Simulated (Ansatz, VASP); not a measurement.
## Cross-check of Zn11Ge23O57 (glassy 68GeO2-32ZnO (mol %)) between VASP and Ansatz

One calculation is typed for both programs; each brings its own data sets. How far apart do they land? The cell is taken from a series of runs on this material, whose earlier steps may have relaxed, scaled, displaced or heated it; both programs get it as it stands.

Calculated with Ansatz 0.2.0; plane waves, with VASP 6.6.1 beside it; r2SCAN.

**1. Starting point**

The cell holds 91 atoms: 23 Ge, 11 Zn and 57 O. Cell: a = 11.046 Å, b = 11.046 Å, c = 11.046 Å, α = 90.0°, β = 90.0°, γ = 90.0°. As first built, before any earlier steps moved the atoms or strained the cell (in the runner's words): 91 atoms (23 Ge, 11 Zn, 57 O) placed at random at 4 g/cm^3, melted at 4000 K for 10 ps at fixed volume with the Morse and Coulomb pair potential with partial charges (Pedone, Malavasi, Menziani, Cormack and Segre, J. Phys. Chem. B 110, 11780 (2006)). Quenched from 4000 K to 300 K at 50 K/ps and fixed volume, held 10 ps at zero pressure, then minimised at fixed cell.

**2. VASP: single point, r2SCAN**

With cell and atoms fixed, the geometry can't cause a difference; cores, projectors, grids and the points listed under the comparison can.

Lines of VASP's logs that name or quote its potential files are left out, and so is its time.

The input, INCAR:

```
SYSTEM = Zn11Ge23O57
PREC = Accurate
ENCUT = 580
EDIFF = 1E-06
NELM = 120
ISMEAR = -1
SIGMA = 0.025
LREAL = Auto
ALGO = Normal
METAGGA = R2SCAN
LASPH = .TRUE.
NBANDS = 464
LORBIT = 11
LWAVE = .FALSE.
LCHARG = .FALSE.
ISIF = 2
GGA_COMPAT = .FALSE.
EFERMI = MIDGAP
LMIXTAU = .TRUE.
NCORE = 2
```

The input, POSCAR:

```
Zn11Ge23O57
1.0
   11.0464500000      0.0000000000      0.0000000000
    0.0000000000     11.0464500000      0.0000000000
    0.0000000000      0.0000000000     11.0464500000
Ge Zn O
23 11 57
Direct
    0.5968600000      0.0140400000      0.0864600000
    0.5484000000      0.5417700000      0.2917200000
    0.0271500000      0.6737000000      0.7933000000
    0.3395500000      0.9708700000      0.4630800000
    0.5407700000      0.7429600000      0.7577800000
    0.3756700000      0.4003000000      0.0958900000
    0.9330400000      0.2595900000      0.0558600000
    0.8837400000      0.8619300000      0.4034000000
    0.0131100000      0.5697600000      0.3231300000
    0.8144200000      0.0624800000      0.8849600000
    0.4354500000      0.5153300000      0.5753400000
    0.1023600000      0.4980400000      0.0370500000
    0.7911600000      0.3750800000      0.2798100000
    0.5385400000      0.2338800000      0.6550700000
    0.7734500000      0.3770600000      0.7415400000
    0.7270800000      0.7539900000      0.1619300000
    0.9723100000      0.1437500000      0.3519000000
    0.2603900000      0.1811800000      0.2768900000
    0.0195700000      0.2067300000      0.6536400000
    0.7699700000      0.6237600000      0.9026500000
    0.1584800000      0.7973000000      0.2796200000
    0.3133400000      0.9730400000      0.0546400000
    0.1345400000      0.4730100000      0.5839000000
    0.6366500000      0.8372400000      0.4919000000
    0.5073400000      0.1790700000      0.9106400000
    0.7820000000      0.5709100000      0.4885100000
    0.8228200000      0.8462700000      0.6818600000
    0.0755500000      0.9632100000      0.8740200000
    0.6064000000      0.0632300000      0.3959600000
    0.3437800000      0.9927600000      0.7687500000
[... 55 atom lines left out ...]
    0.0268900000      0.7256500000      0.3485000000
    0.6457700000      0.4200800000      0.2984900000
    0.3556200000      0.8329700000      0.1020600000
    0.8333600000      0.3523000000      0.1328400000
    0.8648600000      0.5057300000      0.3392800000
    0.0866800000      0.8129700000      0.7758300000
```

The input, KPOINTS:

```
Automatic mesh
0
Gamma
1 1 1
0 0 0
```

PAW data sets: Ge_d, Zn and O (PBE family, release 64).

On the command line:

```bash
$ mpirun -np 8 vasp_gam
```

Numbers of over 12 decimals in the logs are rounded to 6 here.

The log of the run:

```text
[banner, memory and clock lines left out]
running    8 mpi-ranks, on    1 nodes
[...]
|                                                                             |
|               ----> ADVICE to this user running VASP <----                  |
|                                                                             |
|     You enforced a specific xc type in the INCAR file but a different       |
|     [... a line on the potential file left out ...]
|     I HOPE YOU KNOW WHAT YOU ARE DOING!                                     |
|                                                                             |

 LDA part: xc-table for (None), standard interpolation
 POSCAR, INCAR and KPOINTS ok, starting setup
[...]
entering main loop
       N       E                     dE             d eps       ncg     rms          rms(c)
DAV:   1     0.258565457794E+05    0.25857E+05   -0.29582E+05  1096   0.472E+03
DAV:   2     0.573049029224E+04   -0.20126E+05   -0.18941E+05   928   0.131E+03
DAV:   3    -0.123311502510E+03   -0.58538E+04   -0.54368E+04   976   0.432E+02
DAV:   4    -0.110234573176E+04   -0.97903E+03   -0.95814E+03  1040   0.195E+02
[...]
DAV:  26    -0.900768120127E+03   -0.42440E-04   -0.12574E-05   920   0.117E-02    0.231E-03
DAV:  27    -0.900768125524E+03   -0.53976E-05   -0.20462E-06   712   0.499E-03    0.211E-03
DAV:  28    -0.900768126486E+03   -0.96159E-06   -0.10112E-06   608   0.383E-03
   1 F= -.90076813E+03 E0= -.90076813E+03  d E =-.166207E-15
```

From OUTCAR (step 2):

```text
  FREE ENERGIE OF THE ION-ELECTRON SYSTEM (eV)
  ---------------------------------------------------
  free  energy   TOTEN  =      -900.7681264859 eV

  energy  without entropy=     -900.7681264859  energy(sigma->0) =     -900.76812649
```

The run ends at a pressure of 1.60 GPa, with forces up to 2.5 eV/Å.

**3. Ansatz: single point, r2SCAN**

Ansatz runs on its PAW soft_1 files.

The same cell, functional, mesh and smearing now go to Ansatz, which takes its cutoff from its data sets.

The input, input.yaml:

```yaml
crystal:
  lattice:
    - [11.04645, 0.0, 0.0]
    - [0.0, 11.04645, 0.0]
    - [0.0, 0.0, 11.04645]
  atoms:
    - { symbol: Ge, position: [0.59686, 0.01404, 0.08646] }
    - { symbol: Ge, position: [0.5484, 0.54177, 0.29172] }
    - { symbol: Ge, position: [0.02715, 0.6737, 0.7933] }
    - { symbol: Ge, position: [0.33955, 0.97087, 0.46308] }
    - { symbol: Ge, position: [0.54077, 0.74296, 0.75778] }
    - { symbol: Ge, position: [0.37567, 0.4003, 0.09589] }
    - { symbol: Ge, position: [0.93304, 0.25959, 0.05586] }
    - { symbol: Ge, position: [0.88374, 0.86193, 0.4034] }
    - { symbol: Ge, position: [0.01311, 0.56976, 0.32313] }
    - { symbol: Ge, position: [0.81442, 0.06248, 0.88496] }
    - { symbol: Ge, position: [0.43545, 0.51533, 0.57534] }
    - { symbol: Ge, position: [0.10236, 0.49804, 0.03705] }
    - { symbol: Ge, position: [0.79116, 0.37508, 0.27981] }
    - { symbol: Ge, position: [0.53854, 0.23388, 0.65507] }
    - { symbol: Ge, position: [0.77345, 0.37706, 0.74154] }
    - { symbol: Ge, position: [0.72708, 0.75399, 0.16193] }
    - { symbol: Ge, position: [0.97231, 0.14375, 0.3519] }
    - { symbol: Ge, position: [0.26039, 0.18118, 0.27689] }
    - { symbol: Ge, position: [0.01957, 0.20673, 0.65364] }
    - { symbol: Ge, position: [0.76997, 0.62376, 0.90265] }
    - { symbol: Ge, position: [0.15848, 0.7973, 0.27962] }
    - { symbol: Ge, position: [0.31334, 0.97304, 0.05464] }
    - { symbol: Ge, position: [0.13454, 0.47301, 0.5839] }
    - { symbol: Zn, position: [0.63665, 0.83724, 0.4919] }
    - { symbol: Zn, position: [0.50734, 0.17907, 0.91064] }
    - { symbol: Zn, position: [0.782, 0.57091, 0.48851] }
    - { symbol: Zn, position: [0.82282, 0.84627, 0.68186] }
    - { symbol: Zn, position: [0.07555, 0.96321, 0.87402] }
    - { symbol: Zn, position: [0.6064, 0.06323, 0.39596] }
    - { symbol: Zn, position: [0.34378, 0.99276, 0.76875] }
[... 55 atom lines left out ...]
    - { symbol: O, position: [0.02689, 0.72565, 0.3485] }
    - { symbol: O, position: [0.64577, 0.42008, 0.29849] }
    - { symbol: O, position: [0.35562, 0.83297, 0.10206] }
    - { symbol: O, position: [0.83336, 0.3523, 0.13284] }
    - { symbol: O, position: [0.86486, 0.50573, 0.33928] }
    - { symbol: O, position: [0.08668, 0.81297, 0.77583] }
kpoints:
  mp_grid: { grid: [1, 1, 1] }
hamiltonian:
  xc: r2scan
  pseudopotentials: { kind: paw, azcp: { folder: soft_1 } }
scf:
  occupations: { method: fermi_dirac, width: 0.025 }
output:
  forces: true
```

On the command line:

```bash
$ ansatz run input.yaml --threads 8 --pin off --max-ram 15872MiB --backend cpu --events-out ev --progress --plain --runs-dir out
```

The log of the run:

```text
Engine: ansatz 0.2.0, aarch64-unknown-linux-gnu
Pseudopotentials: kind: paw
Pseudopotential: Ge, paw, valence charge 14, recommended cutoff 500 eV (meta_gga), soft_1/Ge.paw.azcp
Pseudopotential: Zn, paw, valence charge 12, recommended cutoff 500 eV (meta_gga), soft_1/Zn.paw.azcp
Pseudopotential: O, paw, valence charge 6, recommended cutoff 500 eV (meta_gga), soft_1/O.paw.azcp
Functional definition: r2SCAN
  parameter k0 = 0.174
  parameter k1 = 0.065
  parameter a1 = 4.9479
  exchange = r2scan_x(k0 = k0, k1 = k1, a1 = a1)
  correlation = r2scan_c
Crystal: 91 atoms, lattice volume = 1347.933 Å³
Basis set: ecut = 500 eV, 34265 PW (Γ), exchange–correlation on 324×324×324 points (64 copies of the dense FFT grid, shifted against one another)
Bands: 489, of which v1, the nominal top of the filled ones, is band 398 counted from 1 (397 counted from 0)
Symmetry: 1 space group operations
Space group: P1 (ITA 1), of the structure as read, at distance tolerance 1.1e-4 Å
k-points: 1
Non-local potential: Ge, projectors of the file, l = 0: 2, l = 1: 2, l = 2: 3, l = 3: 1
Non-local potential: Zn, projectors of the file, l = 0: 2, l = 1: 2, l = 2: 3, l = 3: 1
Non-local potential: O, projectors of the file, l = 0: 2, l = 1: 2, l = 2: 1
PAW form: soft (Blöchl's): semilocal exchange-correlation on the pseudo side does not see the compensation charge
PAW frozen core: Ge, regenerated for the run's functional (the file was generated under x = pbe(κ = 0.804, μ = 0.219515), c = pbe(β = 0.066725))
PAW frozen core: Zn, regenerated for the run's functional (the file was generated under x = pbe(κ = 0.804, μ = 0.219515), c = pbe(β = 0.066725))
PAW frozen core: O, regenerated for the run's functional (the file was generated under x = pbe(κ = 0.804, μ = 0.219515), c = pbe(β = 0.066725))
PAW one-centre angular grid: Ge, 590 points (default); XC on 160 Gauss nodes
PAW one-centre angular grid: Zn, 590 points (default); XC on 160 Gauss nodes
PAW one-centre angular grid: O, 302 points (default); XC on 160 Gauss nodes
Initial density: superposition of atomic densities (chi_scale 0.1, normalization cell, long waves 9 % of neutral atoms (reshape's long-wave potential 1.09 eV rms, cloud 1.88 Å wide))
Initial wavefunctions: pseudopotential atomic-orbital guess
Functional: x = r2scan, c = r2scan; τ floored in thin density (d = 2e-4 eV/Å³)
SCF iter   1: F=—  HF=-167981.644502 eV  |F-HF|=—  |Δ(HF+E_count)|=         —  Δρ=1.09e-1  dr2=1.13e2  dr2_τ=8.92e0  ethr=3.10e-3  ⟨swp⟩=6.0  Hψ=2093  notcnv=0  defer=1
preconditioner: auto → Resta (q_TF=auto, 2.499 Å⁻¹)  ε∞=2.8  [insulator: Δε(μ)=2.128 eV  Ē_g=21.061 eV  σ=0.025 eV  W_gap=1.00  n_scr=364 (ndim 8)  ℏωp=28.5 eV  f_vac=0.172  D(μ)=0.00/eV (n_scr^D=0)  ε∞_Penn≈2.8]
SCF iter   2: F=—  HF=-167954.330529 eV  |F-HF|=—  |Δ(HF+E_count)|=    2.73e1  Δρ=4.17e-2  dr2=1.44e1  dr2_τ=1.27e0  ethr=3.10e-3  ⟨swp⟩=3.0  Hψ=860  notcnv=0  defer=84
SCF iter   3: F=—  HF=-167953.582625 eV  |F-HF|=—  |Δ(HF+E_count)|=   7.48e-1  Δρ=1.78e-2  dr2=3.37e0  dr2_τ=1.26e-1  ethr=1.81e-3  ⟨swp⟩=2.0  Hψ=743  notcnv=0  defer=56
automatic band count: iteration 3 solves 461 bands in place of 489: the levels show a gap, and the empty bands left out lie too high to hold charge; the band table lists the bands solved (type scf.n_extra_bands for more)
SCF iter   4: F=—  HF=-167953.562444 eV  |F-HF|=—  |Δ(HF+E_count)|=   2.02e-2  Δρ=7.52e-3  dr2=4.46e-1  dr2_τ=1.33e-2  ethr=4.24e-4  ⟨swp⟩=3.0  Hψ=742  notcnv=0  defer=58
SCF iter   5: F=—  HF=-167953.631635 eV  |F-HF|=—  |Δ(HF+E_count)|=   6.92e-2  Δρ=2.57e-3  dr2=6.00e-2  dr2_τ=8.23e-3  ethr=5.60e-5  ⟨swp⟩=2.0  Hψ=744  notcnv=0  defer=58
SCF iter   6: F=—  HF=-167953.638597 eV  |F-HF|=—  |Δ(HF+E_count)|=   6.96e-3  Δρ=7.36e-4  dr2=7.09e-3  dr2_τ=4.84e-4  ethr=7.54e-6  ⟨swp⟩=2.0  Hψ=677  notcnv=0  defer=58
SCF iter   7: F=—  HF=-167953.640489 eV  |F-HF|=—  |Δ(HF+E_count)|=   1.89e-3  Δρ=4.06e-4  dr2=1.90e-3  dr2_τ=8.99e-5  ethr=8.91e-7  ⟨swp⟩=2.0  Hψ=801  notcnv=0  defer=58
SCF iter   8: F=—  HF=-167953.642171 eV  |F-HF|=—  |Δ(HF+E_count)|=   1.68e-3  Δρ=1.82e-4  dr2=3.55e-4  dr2_τ=2.02e-5  ethr=2.38e-7  ⟨swp⟩=2.0  Hψ=639  notcnv=0  defer=58
SCF iter   9: F=—  HF=-167953.642387 eV  |F-HF|=—  |Δ(HF+E_count)|=   2.16e-4  Δρ=9.63e-5  dr2=7.32e-5  dr2_τ=2.68e-6  ethr=4.46e-8  ⟨swp⟩=3.0  Hψ=803  notcnv=0  defer=58
SCF iter  10: F=—  HF=-167953.645277 eV  |F-HF|=—  |Δ(HF+E_count)|=   2.89e-3  Δρ=2.64e-5  dr2=9.68e-6  dr2_τ=2.80e-7  ethr=9.20e-9  ⟨swp⟩=3.0  Hψ=824  notcnv=0  defer=58
SCF iter  11: F=—  HF=-167953.645303 eV  |F-HF|=—  |Δ(HF+E_count)|=   2.55e-5  Δρ=2.37e-5  dr2=5.66e-6  dr2_τ=3.17e-7  ethr=1.22e-9  ⟨swp⟩=3.0  Hψ=733  notcnv=0  defer=58
SCF iter  12: F=—  HF=-167953.645305 eV  |F-HF|=—  |Δ(HF+E_count)|=   2.64e-6  Δρ=6.12e-6  dr2=4.94e-7  dr2_τ=3.85e-8  ethr=7.11e-10  ⟨swp⟩=2.0  Hψ=792  notcnv=0  defer=58
SCF iter  13: F=—  HF=-167953.645306 eV  |F-HF|=—  |Δ(HF+E_count)|=   5.54e-7  Δρ=2.97e-6  dr2=1.02e-7  dr2_τ=6.10e-9  ethr=1.26e-11  ⟨swp⟩=5.0  Hψ=1583  notcnv=0
SCF iter  14: F=-167953.645306 eV  HF=-167953.645306 eV  |F-HF|=1.78e-8  |Δ(HF+E_count)|=   1.22e-7  Δρ=9.18e-7  dr2=1.29e-8  dr2_τ=5.45e-10  ethr=1.26e-11  ⟨swp⟩=4.0  Hψ=1345  notcnv=0
SCF 1 converged in 14 iterations: F = -167953.645306 eV  dr2 = 1.29e-8
  greatest PAW one-centre occupation: 0.999 electrons in one spin orbital (limit 2), on the Ge atom at site 7 (counted from 0), in its partial waves of l = 2
SCF converged after 14 iterations
Free energy (F): -167953.645306 eV
Harris-Foulkes:  -167953.645306 eV  (|F-HF|=1.78e-8)
Internal energy: -167953.645306 eV  (E = F + TS)
E sigma→0 (E₀):  -167953.645306 eV
Fermi energy:    5.005693 eV
--- Per-component energies (eV) ---
  E_band       = -6660.134632
  E_kinetic    = 13419.199352
  E_local      = -121448.717041  (includes V_loc(G=0)·N_el)
  E_nonlocal   = 17371.482668
  E_hartree    = 53095.760227
  E_xc         = -6260.849210
  E_vxc        = -7883.264190  (∫ρ·V_xc dr)
  E_paw        = -77365.683835  (= ΣΔE_a)
  E_vpaw       = -14802.265201  (= ΣTr[D̂ρ^β])
  E_aug_tail   = 0.016264  (compensation charges beyond the density's cutoff)
  E_vtau       = 491.894403  (kinetic-family band-sum trace: ∫τ·v_τ [+ j·A + Jᵃ·Aᵃ] dr)
  E_ewald      = -46736.051805
  E_core_change = -28.801925  (= ΣΔE_core)
  E_smearing   = -0.000000  (= −TS)
  E_closure    = 0.000000  (closes the sum)
  Σ components = -167953.645306   (vs F -167953.645306, Δ=0.00e0)
--- Forces (eV/Å), atoms counted from 1 ---
  atom   1  Ge     0.88615489    -0.73894966     2.10093398
  atom   2  Ge     1.10105562    -0.15495324     0.31363176
  atom   3  Ge     0.09991131    -1.21033499    -0.05616032
  atom   4  Ge    -0.50850012    -0.38172270    -1.37585035
  atom   5  Ge     0.34113082     0.56847613    -0.33584186
  atom   6  Ge    -0.30230972    -2.51795632    -0.05418160
  atom   7  Ge    -0.30783966    -0.78942234     1.70987129
  atom   8  Ge    -0.41541799    -0.18365558     0.33032548
  atom   9  Ge     0.75588804     0.23992535    -0.40200481
  atom  10  Ge     0.60526689    -0.47250228     1.08499153
  atom  11  Ge     0.58758744    -0.47538902     0.87797797
  atom  12  Ge    -0.86053820    -0.53449348     0.66638254
  atom  13  Ge     1.60153697    -0.42884330    -1.08863969
  atom  14  Ge     0.67524278     0.81961934    -0.36943823
  atom  15  Ge    -0.11636956     1.14774089    -1.63091261
  atom  16  Ge    -0.52356122     0.69812933    -0.39184344
  atom  17  Ge     0.52668826     0.77284432    -1.21964482
  atom  18  Ge    -0.14561129    -1.56754082    -0.82329058
  atom  19  Ge    -0.54130017     0.90078499    -0.14130119
  atom  20  Ge    -0.89170294     0.20533667    -0.99306984
  atom  21  Ge     0.99617281    -0.35291605    -1.03682428
  atom  22  Ge     0.10172588    -1.08438131     2.18699508
  atom  23  Ge    -0.55431488     0.22043722     0.22512700
  atom  24  Zn    -0.43270596    -0.39904715     0.45062999
[...]
atom  84  O     -0.61441713    -0.22799095    -0.44106464
  atom  85  O      0.76274683    -0.78715630     0.34216587
  atom  86  O     -1.34768421     0.78744980     1.04047720
  atom  87  O     -0.56752313    -1.08743499     0.40192739
  atom  88  O      0.39512184    -0.92519193    -0.02905073
  atom  89  O     -1.10261487     1.30371455    -0.87999893
  atom  90  O     -0.31741727     0.88079965     0.35799382
  atom  91  O      0.74275877     1.20673891    -0.09162029
  max |Σ_I F_I| component: 6.41e-5 eV/Å
```

**4. Side by side**

Known differences besides the potentials themselves: VASP keeps PBE cores, Ansatz makes them for the functional; the cutoff is 500 eV in Ansatz and 580 eV in VASP (PREC = Accurate, projectors in real space). Total energies have different zeros and are not compared.

Compared:

| quantity | Ansatz | VASP | difference |
| --- | --- | --- | --- |
| gap on the k mesh (eV) | 1.893 | 1.849 | +0.044 |

Forces on 10 of the 91 atoms, those with the largest forces and the largest differences (eV/Å; atoms numbered as in POSCAR):

| atom | Ansatz x, y, z | VASP x, y, z |
| --- | --- | --- |
| Ge1 | 0.886, -0.739, 2.101 | 0.887, -0.766, 2.055 |
| Ge6 | -0.302, -2.518, -0.054 | -0.326, -2.495, -0.038 |
| Ge15 | -0.116, 1.148, -1.631 | -0.093, 1.115, -1.571 |
| Ge22 | 0.102, -1.084, 2.187 | 0.082, -1.052, 2.205 |
| O51 | -0.002, 1.516, -1.470 | -0.009, 1.540, -1.533 |
| O72 | -0.906, 0.978, -1.011 | -0.914, 1.012, -1.159 |
| O74 | -0.659, 0.454, -2.268 | -0.689, 0.490, -2.365 |
| O77 | 0.765, -1.176, -0.309 | 0.782, -1.319, -0.252 |
| O79 | -0.878, 0.062, 1.916 | -0.926, 0.064, 2.012 |
| O82 | -0.962, 0.681, 0.526 | -1.057, 0.782, 0.580 |

The forces differ by 40 meV/Å r.m.s., which is 4.8 % of the r.m.s. force of 0.820 eV/Å (both taken over all components). A gap on the mesh is an upper bound, since the band edges may lie between its points.

**5. Summary of results**

```
r.m.s. force difference (single point, r2SCAN)         : 4.8 % of the r.m.s. force
difference in gap on the k mesh (single point, r2SCAN) : 0.044 eV
```

What this shows: The r.m.s. force difference is 4.8 % of the r.m.s. force (single point, r2SCAN), beyond the 3 % picked in this series as the mark of a large difference. What causes the difference of the single point, r2SCAN pair stays open here. How closely two codes agree says nothing of how well the functional describes the real material.

[Lines on the potential files, build, host, timing and source positions are cut from VASP's logs without a mark.]

[Logs are printed without paths, hosts, clocks, repeated set-up lines and the standing remarks that a program may print on its own settings, such as how far it seeks lower states.]

[Hosts, paths, dates, database ids (printed as entryN), source tags and the programs' standing remarks are cut or masked in the printed files.]
